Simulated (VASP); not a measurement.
OSZICAR of a VASP run on W (bcc):

OSZICAR:
```
       N       E                     dE             d eps       ncg     rms          rms(c)
DAV:   1     0.766186761060E+02    0.76619E+02   -0.78729E+03  3190   0.144E+03
DAV:   2    -0.129417678042E+02   -0.89560E+02   -0.86576E+02  3418   0.334E+02
DAV:   3    -0.145046964572E+02   -0.15629E+01   -0.15433E+01  3612   0.433E+01
DAV:   4    -0.145131849618E+02   -0.84885E-02   -0.84870E-02  3480   0.349E+00
DAV:   5    -0.145132553098E+02   -0.70348E-04   -0.70346E-04  3609   0.320E-01    0.208E+01
DAV:   6    -0.139454296286E+02    0.56783E+00   -0.66897E-01  3391   0.106E+01    0.803E+00
DAV:   7    -0.137979754120E+02    0.14745E+00   -0.33891E-01  3529   0.703E+00    0.691E-01
DAV:   8    -0.137931072401E+02    0.48682E-02   -0.46006E-03  3268   0.106E+00    0.147E-01
DAV:   9    -0.137928002736E+02    0.30697E-03   -0.27946E-04  3628   0.194E-01    0.361E-02
DAV:  10    -0.137928004838E+02   -0.21019E-06   -0.10550E-05  3459   0.458E-02    0.291E-03
DAV:  11    -0.137928007010E+02   -0.21719E-06   -0.15353E-07  2831   0.494E-03    0.593E-04
DAV:  12    -0.137928006080E+02    0.92955E-07   -0.65236E-09  1748   0.117E-03
   1 F= -.13792801E+02 E0= -.13792551E+02  d E =-.747452E-03
```

Question: Which electronic solver shows in the log?

Answer: It is blocked Davidson (ALGO = Normal, or the opening steps of other solvers). The INCAR had ALGO = Normal.

Question: Can the final energy be trusted as converged?

Answer: The run converged. It stopped with EDIFF = 1E-7, NELM = 100 (PBEsol GGA, plane waves, VASP's PBE PAW potentials (set 64)).

The compound is W in the bcc structure. This cell is one point of a volume scan, at 1.03 of the reference volume.
